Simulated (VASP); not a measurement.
Here is the system:

```
CELL_PARAMETERS angstrom
      0.00000     2.40801     2.40801
      2.40801     0.00000     2.40801
      2.40801     2.40801     0.00000
ATOMIC_POSITIONS crystal
  Be 0.00000 0.00000 0.00000
  S  0.25000 0.25000 0.25000
```

Method: PBE GGA with D3 dispersion (Becke-Johnson damping), VASP's PBE PAW potentials (set 64) (plane waves; VASP). Run with 520 eV cut-off, 11×11×11 Γ-centred mesh, tetrahedra with Blöchl corrections, potentials Be S.

Q: What does the run give for the energy per atom (σ→0)?

A: 
```json
{
 "energy per atom (σ→0)": "-5.309 eV/atom"
}
```

Only differences to runs with the same potentials and settings are physical.

The compound is BeS in the zinc blende structure. It was relaxed first.
